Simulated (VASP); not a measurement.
Output of a VASP run:

File OSZICAR:
```
       N       E                     dE             d eps       ncg     rms          rms(c)
DAV:   1     0.245919305257E+03    0.24592E+03   -0.17511E+04  3556   0.214E+03
DAV:   2    -0.143147113386E+02   -0.26023E+03   -0.25231E+03  3572   0.375E+02
DAV:   3    -0.287103313724E+02   -0.14396E+02   -0.13579E+02  3631   0.121E+02
DAV:   4    -0.289385327725E+02   -0.22820E+00   -0.22735E+00  3750   0.159E+01
DAV:   5    -0.289443784270E+02   -0.58457E-02   -0.58446E-02  4991   0.205E+00    0.203E+01
DAV:   6    -0.264917834420E+02    0.24526E+01   -0.41777E+01  3662   0.101E+02    0.221E+01
DAV:   7    -0.296899172278E+02   -0.31981E+01   -0.25539E+01  4146   0.130E+02    0.276E+01
DAV:   8    -0.247145925535E+02    0.49753E+01   -0.18207E+01  4287   0.577E+01    0.615E+00
DAV:   9    -0.248837288314E+02   -0.16914E+00   -0.74416E-01  3891   0.112E+01    0.351E+00
DAV:  10    -0.248529922286E+02    0.30737E-01   -0.13841E-01  4948   0.917E+00    0.155E+00
DAV:  11    -0.248474019231E+02    0.55903E-02   -0.47747E-02  5453   0.324E+00    0.114E+00
DAV:  12    -0.248496259489E+02   -0.22240E-02   -0.70134E-03  3927   0.213E+00    0.327E-01
DAV:  13    -0.248497288060E+02   -0.10286E-03   -0.23579E-03  5120   0.767E-01    0.751E-02
DAV:  14    -0.248497973207E+02   -0.68515E-04   -0.28920E-04  4566   0.200E-01    0.131E-01
DAV:  15    -0.248497813517E+02    0.15969E-04   -0.12288E-04  4069   0.312E-01    0.206E-02
DAV:  16    -0.248497839996E+02   -0.26479E-05   -0.17279E-05  4429   0.527E-02    0.293E-02
DAV:  17    -0.248497831735E+02    0.82611E-06   -0.37617E-06  4486   0.519E-02    0.565E-03
DAV:  18    -0.248497830220E+02    0.15151E-06   -0.10075E-06  3768   0.122E-02    0.250E-03
DAV:  19    -0.248497829640E+02    0.58050E-07   -0.75449E-08  2062   0.377E-03
   1 F= -.24849783E+02 E0= -.24849775E+02  d E =-.232721E-04  mag=     4.5230
```

### OUTCAR
```
------------------------ aborting loop because EDIFF is reached ----------------------------------------
  FORCE on cell =-STRESS in cart. coord.  units (eV):
  Direction    XX          YY          ZZ          XY          YZ          ZX
  --------------------------------------------------------------------------------------
  Total       -0.0717641     -0.0717641     -0.0717641     -0.0000000      0.0000000      0.0000000
  in kB       -2.5856534     -2.5856534     -2.5856534     -0.0000000      0.0000000      0.0000000
  external PRESSURE =      -2.5856534 kB  Pullay stress =       0.0000000 kB
  volume of cell :       44.47
      direct lattice vectors                 reciprocal lattice vectors
     3.542821272  0.000000000  0.000000000     0.282260922  0.000000000  0.000000000
     0.000000000  3.542821272  0.000000000     0.000000000  0.282260922  0.000000000
     0.000000000  0.000000000  3.542821272     0.000000000  0.000000000  0.282260922
 POSITION                                       TOTAL-FORCE (eV/Angst)
 -----------------------------------------------------------------------------------
      0.00000      0.00000      0.00000         0.000000      0.000000      0.000000
      0.00000      1.77141      1.77141         0.000000      0.000000      0.000000
      1.77141      0.00000      1.77141         0.000000      0.000000      0.000000
      1.77141      1.77141      0.00000         0.000000      0.000000      0.000000
 -----------------------------------------------------------------------------------
    total drift:                                0.000000      0.000000      0.000000
  FREE ENERGIE OF THE ION-ELECTRON SYSTEM (eV)
  ---------------------------------------------------
  free  energy   TOTEN  =       -24.8497829640 eV

  energy  without entropy=      -24.8497596919  energy(sigma->0) =      -24.84977521

 total charge

# of ion       s       p       d       tot
------------------------------------------
    1        0.472   0.495   6.138   7.105
    2        0.503   0.504   8.343   9.350
    3        0.503   0.504   8.343   9.350
    4        0.503   0.504   8.343   9.350
--------------------------------------------------
tot          1.981   2.007  31.167  35.155

 magnetization (x)

# of ion       s       p       d       tot
------------------------------------------
    1        0.009  -0.001   2.820   2.828
    2       -0.015  -0.041   0.627   0.572
    3       -0.015  -0.041   0.627   0.572
    4       -0.015  -0.041   0.627   0.572
--------------------------------------------------
tot         -0.036  -0.123   4.703   4.544
```
(Selected blocks of OUTCAR.)

POSCAR:
```
Ni3Fe
1
    3.5428212721     0.0000000000     0.0000000000
    0.0000000000     3.5428212721     0.0000000000
    0.0000000000     0.0000000000     3.5428212721
Fe Ni
1 3
Direct
  0.0000000000   0.0000000000   0.0000000000
  0.0000000000   0.5000000000   0.5000000000
  0.5000000000   0.0000000000   0.5000000000
  0.5000000000   0.5000000000   0.0000000000
```

Task: Reconstruct the remaining input files.

Result: Several could match; the one computed here: the input of the run itself, PW91 GGA, plane waves, VASP's PBE PAW potentials (set 64).

**INCAR**
```
ALGO  =  Normal
EDIFF  =  1E-7
ENCUT  =  520
GGA  =  91
ISIF  =  2
ISMEAR  =  1
ISPIN  =  2
LASPH  =  .TRUE.
LCHARG  =  .FALSE.
LMAXMIX  =  4
LORBIT  =  10
LREAL  =  .FALSE.
LWAVE  =  .FALSE.
MAGMOM  =  2.9 3*0.6
NELM  =  100
PREC  =  Accurate
SIGMA  =  0.1
SYSTEM  =  Ni3Fe
```

File KPOINTS:
```
Automatic
0
G
 9 9 9
```

POTCAR, in this order: Fe Ni (PBE.64 set). Program: vasp_std.

The compound is Ni3Fe in the L1_2 structure. It was relaxed first.
